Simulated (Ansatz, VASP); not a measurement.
# CrAs2: VASP beside Ansatz

```xyz
6
Lattice="3.7089 0.0000 0.0000 0.0000 3.7089 0.0000 0.0000 0.0000 7.5963" Properties=species:S:1:pos:R:3 pbc="T T T"
As    0.0000    1.8544    2.5068
As    1.8544    0.0000    5.0895
As    0.0000    0.0000    0.0000
As    1.8544    1.8544    0.0000
Cr    0.0000    1.8544    5.5833
Cr    1.8544    0.0000    2.0130
```

The cell was built by a generator and needn't be a form met in nature.

Alike in both runs: task single point; functional LDA; k mesh 5 × 5 × 3; occupations methfessel-paxton of order 1, width 0.0653 eV; no spin polarisation.

```csv
,VASP,Ansatz
version,VASP 6.6.1,Ansatz 0.2.0
potentials or method,"VASP PAW LDA potentials, release 64 (As, Cr_pv)",PAW plane waves
plane-wave cutoff (eV),520,500
valence electrons in the cell,44,88
```

|  | VASP | Ansatz | Ansatz less VASP |
| --- | --- | --- | --- |
| gap on the k mesh at the Fermi level (eV) | none | none | - |
| pressure (GPa) | -12.2 | -12.5 | -0.32 |
| largest component of the traceless stress (GPa) | 5.15 | 5.06 | -0.097 |
| rms of the force components (eV/Å) | 0.699 | 0.700 | +0.0010 |

Atom by atom the forces differ by 0.006 eV/Å (rms over components). A gap of «none» marks a metal or a gap that the smearing closes. The two sets of potentials don't hold the same shells in valence.

Caveats: forces of over 1 eV/Å show positions far from the minimum, so gaps and moduli don't describe the material at rest. Spin polarisation is off, so any magnetic state and its effect on volume and gap are missing.
